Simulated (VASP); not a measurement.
Given:

```
CELL_PARAMETERS angstrom
      5.99031     0.00000     0.00000
      0.00000     5.99031     0.00000
      0.00000     0.00000     5.99031
ATOMIC_POSITIONS crystal
  Cs 0.00000 0.00000 0.00000
  Pb 0.50000 0.50000 0.50000
  Br 0.50000 0.00000 0.50000
  Br 0.00000 0.50000 0.50000
  Br 0.50000 0.50000 0.00000
```

All values below come from PBEsol GGA, VASP's PBE PAW potentials (set 64) (plane waves; VASP). Run with 520 eV cut-off, 4×4×4 Γ-centred mesh, Gaussian smearing of 0.050 eV, potentials Cs_sv Pb_d Br.

Unless said otherwise, spin-orbit coupling is left out, though it shifts the bands of the heavy elements here.

Estimate the energy per atom (σ→0), pressure, band gap (on the k-mesh) with the smallest direct gap where there is one.

```
Property                                      Value
-----------------------------------  --------------
band gap (on the k-mesh)                    1.65 eV
smallest direct gap (on the k-mesh)         1.65 eV
energy per atom (σ→0)                -3.347 eV/atom
pressure                                  -1.04 GPa
```

The absolute energy has meaning only against runs of the same code, potentials and settings.

The compound is CsPbBr3 in the cubic perovskite structure, the ideal cubic form; the compound distorts at low or room temperature. This cell is one point of a volume scan, at 1.06 of the reference volume.
